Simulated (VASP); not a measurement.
# BN (space group F-43m): computed properties

Method: PBEsol GGA, VASP's PBE PAW potentials (set 64) (plane waves; VASP 6.6.1).

For BN, the space group comes out as F-43m (216), the cell comes out as a = 3.6076 Å, b = 3.6076 Å, c = 3.6076 Å, α = 90.00°, β = 90.00°, γ = 90.00° and the volume per atom is 5.87 Å³/atom. The band gap (over mesh and band path) is 4.28 eV and the smallest direct gap (over mesh and band path) is 8.79 eV. The band-edge character comes out as indirect, Γ to X and the density is 3.51 g/cm³. The mean ε∞ (DFPT) is 4.63 and the mean ε∞ (independent particles) comes out as 4.75.

```cif
data_B4N4
_chemical_formula_sum 'B4 N4'
_space_group_name_H-M_alt 'F-43m'
_space_group_IT_number 216
_space_group_name_Hall 'F -4 2 3'
_cell_length_a 3.60757
_cell_length_b 3.60757
_cell_length_c 3.60757
_cell_angle_alpha 90.000
_cell_angle_beta 90.000
_cell_angle_gamma 90.000
loop_
_atom_site_label
_atom_site_type_symbol
_atom_site_symmetry_multiplicity
_atom_site_Wyckoff_symbol
_atom_site_fract_x
_atom_site_fract_y
_atom_site_fract_z
_atom_site_occupancy
B1 B 4 a 0.00000 0.00000 0.00000 1
N1 N 4 d 0.75000 0.75000 0.75000 1
```
(The calculation used a cell of 2 atoms; values per cell refer to that cell.)

The structure comes from a measured BN entry (F-43m) of the Crystallography Open Database, whose conditions weren't checked. It was relaxed first. Symmetry was kept, so distortions that lower it aren't found.
